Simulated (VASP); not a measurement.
An input for Quantum ESPRESSO's pw.x (written as the equivalent of a VASP run, and not itself run):

```
&CONTROL
  calculation = 'scf'
  pseudo_dir = './pseudo'
  outdir = './out'
  tprnfor = .true.
  tstress = .true.
/
&SYSTEM
  ibrav = 0
  nat = 4
  ntyp = 1
  ecutwfc = 80
  occupations = 'smearing'
  smearing = 'gaussian'
  degauss = 0.01999
  input_dft = 'pbe'
/
&ELECTRONS
  conv_thr = 7.3e-08
  electron_maxstep = 100
/
ATOMIC_SPECIES
  Ga 69.723 Ga.upf
CELL_PARAMETERS angstrom
     2.2600000   -3.8300000    0.0000000
     2.2600000    3.8300000    0.0000000
     0.0000000    0.0000000    4.5300000
ATOMIC_POSITIONS crystal
  Ga   0.1549000  0.8451000  0.9190000
  Ga   0.3451000  0.6549000  0.4190000
  Ga   0.6549000  0.3451000  0.5810000
  Ga   0.8451000  0.1549000  0.0810000
K_POINTS automatic
  4 4 4 0 0 0
```

Task: Write the VASP files for the same calculation (PBE).

Result: One answer among several that fit: 
File POSCAR:
```
Ga
1
    2.2600000000    -3.8300000000     0.0000000000
    2.2600000000     3.8300000000     0.0000000000
    0.0000000000     0.0000000000     4.5300000000
Ga
4
Direct
  0.1549000000   0.8451000000   0.9190000000
  0.3451000000   0.6549000000   0.4190000000
  0.6549000000   0.3451000000   0.5810000000
  0.8451000000   0.1549000000   0.0810000000
```

### KPOINTS
```
Automatic mesh
0
Gamma
4 4 4
0 0 0
```

**INCAR**
```
ALGO = Normal
EDIFF = 1E-6
ENCUT = 300
GGA = PE
ISIF = 2
ISMEAR = 0
LASPH = .TRUE.
LCHARG = .FALSE.
LMAXMIX = 4
LREAL = .FALSE.
LWAVE = .FALSE.
NELM = 100
PREC = Accurate
SIGMA = 0.272
SYSTEM = Ga
```

POTCAR, in this order: Ga_d (PBE.64 set). Program: vasp_std.

Limits of the translation: the potentials are each code's own (VASP's PAW set, PseudoDojo norm-conserving files in pw.x), so ENCUT and ecutwfc are chosen apart and not converted; conv_thr bounds pw.x's estimated SCF error, while EDIFF bounds the energy change between steps.

The structure is a typed Ga crystal (Cmce). The cell was not relaxed at this level. The k-mesh is coarse (spacing up to 0.40 per Å, 2π included), so the numbers may not be converged in it.
